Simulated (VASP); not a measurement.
## HfN: transverse stress against strain

HfN (rock salt, Fm-3m, 11.480 Å³/atom and stress up to 0.05 GPa in the relaxed cell, cube axes along x, y and z) under a strain ε along a cube axis (axis z), the other axes held. r2SCAN in VASP (plane waves, PAW), 600 eV, 18×18×18 Γ-centred mesh, Methfessel-Paxton smearing 0.10 eV; ions are relaxed, or left where forces stay under 0.02 eV/Å, within the symmetry of each cell. Stress is positive for a compressed cell.

Here s stands for strain and y for stress xx.

| strain (%) | stress xx (GPa) |
|---|---|
| -1.50 | 1.96 |
| -1.00 | 1.25 |
| -0.50 | 0.58 |
| 0.00 | -0.05 |
| 0.50 | -0.66 |
| 1.00 | -1.28 |
| 1.50 | -1.91 |
| 3.00 | ? |

Fit y of the 7 rows that show it with a straight line. Means: s 0, y -0.016. About the means, the sum of products is -8.9550 and the sum of squares of s is 7.0000; the slope is their ratio. Least squares gives y = -0.016 - 1.2793·s. Residuals (row less fit): 0.057, -0.013, -0.044, -0.034, -0.004, 0.015, 0.025; standard error 0.038 (degrees of freedom: 5). The slope gives the elastic constant C12 = about 130 GPa.

Question: Predict the withheld y at s = 3.00 from the fit, and compare with the calculation.

Answer: y = -0.016 - 1.2793 × 3.0 = -3.854 GPa. The calculation gives -3.58 GPa, 0.274 GPa above the prediction (4.9 % of the range of y in the table). The row lies outside the fitted rows, so this is an extrapolation. From the scatter of the fitted rows alone, a prediction at this place has a standard error of 0.060 GPa, so the miss is 4.6 times that.

A polynomial of degree 2 through the 12 other runs of the series gives -3.62 there, so most of the miss is curvature that the fit leaves out. In a metal these values are sensitive to mesh and smearing; energies are taken to zero smearing, stresses follow the free energy. For HfN: the electron count is odd and the run is not spin-polarised, which forces a metal. Rows are the converged runs of the series near zero and its far end, less any whose ions stayed unrelaxed beside relaxed ones; series whose fitted rows scatter by over a few per cent of the range, as at a crossing or softening among them, aren't shown in this form. Most that stay on the fit to the last digits aren't either.
